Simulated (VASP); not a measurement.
All values below come from PBE GGA with D3 dispersion (Becke-Johnson damping), VASP's PBE PAW potentials (set 64) (plane waves; VASP).

VASP input:

**KPOINTS**
```
Regular mesh
0
Gamma
17 17 17
```

### INCAR
```
SYSTEM = Ag
PREC = Accurate
ENCUT = 520
EDIFF = 1E-7
NELM = 100
ALGO = Normal
LREAL = .FALSE.
LASPH = .TRUE.
ISMEAR = -5
GGA = PE
IVDW = 12
LMAXMIX = 4
LWAVE = .FALSE.
LCHARG = .TRUE.
LORBIT = 11
NEDOS = 601
ISIF = 2
```

**POSCAR**
```
Ag
1
   -0.0000000000     2.0345469343     2.0345469343
    2.0345469343    -0.0000000000     2.0345469343
    2.0345469343     2.0345469343    -0.0000000000
Ag
1
Direct
  0.0000000000   0.0000000000   0.0000000000
```

POTCAR, in this order: Ag (PBE.64 set). Program: vasp_std.

The run wrote:

File OSZICAR:
```
       N       E                     dE             d eps       ncg     rms          rms(c)
DAV:   1     0.444439451812E+02    0.44444E+02   -0.57984E+03  3050   0.111E+03
DAV:   2    -0.257978277924E+01   -0.47024E+02   -0.45032E+02  3067   0.208E+02
DAV:   3    -0.295882770604E+01   -0.37904E+00   -0.37882E+00  3488   0.228E+01
DAV:   4    -0.295966971371E+01   -0.84201E-03   -0.84196E-03  3466   0.100E+00
DAV:   5    -0.295967570189E+01   -0.59882E-05   -0.59890E-05  3227   0.746E-02    0.541E+00
DAV:   6    -0.271173048568E+01    0.24795E+00   -0.11489E+00  3022   0.117E+01    0.348E+00
DAV:   7    -0.270280405353E+01    0.89264E-02   -0.12276E-02  3252   0.122E+00    0.194E+00
DAV:   8    -0.269973258301E+01    0.30715E-02   -0.68228E-04  3068   0.250E-01    0.774E-02
DAV:   9    -0.269973917751E+01   -0.65945E-05   -0.75234E-06  3486   0.277E-02    0.142E-02
DAV:  10    -0.269974548250E+01   -0.63050E-05   -0.37384E-06  3242   0.241E-02    0.543E-03
DAV:  11    -0.269974489927E+01    0.58323E-06   -0.92820E-08  2411   0.333E-03    0.385E-04
DAV:  12    -0.269974482816E+01    0.71103E-07   -0.55359E-09  1521   0.863E-04
   1 F= -.32961301E+01 E0= -.32961301E+01  d E =0.000000E+00
```

File OUTCAR:
```
------------------------ aborting loop because EDIFF is reached ----------------------------------------
 Edisp (eV)   -0.59639
  FORCE on cell =-STRESS in cart. coord.  units (eV):
  Direction    XX          YY          ZZ          XY          YZ          ZX
  --------------------------------------------------------------------------------------
  Total       0.01087     0.01087     0.01087    -0.00000     0.00000    -0.00000
  in kB       1.03373     1.03373     1.03373    -0.00000     0.00000    -0.00000
  external pressure =        1.03 kB  Pullay stress =        0.00 kB
  volume of cell :       16.84
      direct lattice vectors                 reciprocal lattice vectors
     0.000000000  2.034546934  2.034546934    -0.245754960  0.245754960  0.245754960
     2.034546934  0.000000000  2.034546934     0.245754960 -0.245754960  0.245754960
     2.034546934  2.034546934  0.000000000     0.245754960  0.245754960 -0.245754960
 POSITION                                       TOTAL-FORCE (eV/Angst)
 -----------------------------------------------------------------------------------
      0.00000      0.00000      0.00000         0.000000      0.000000      0.000000
 -----------------------------------------------------------------------------------
    total drift:                               -0.000000      0.000000      0.000000
  FREE ENERGIE OF THE ION-ELECTRON SYSTEM (eV)
  ---------------------------------------------------
  free  energy   TOTEN  =        -3.2961300584 eV

  energy  without entropy=       -3.2961300584  energy(sigma->0) =       -3.29613006

 total charge

# of ion       s       p       d       tot
------------------------------------------
    1        0.425   0.308   9.158   9.891
```
(Selected blocks of OUTCAR.)

For a metal the tetrahedron method with Blöchl corrections gives inexact stress and forces.

The compound is Ag in the fcc structure. It was relaxed first.
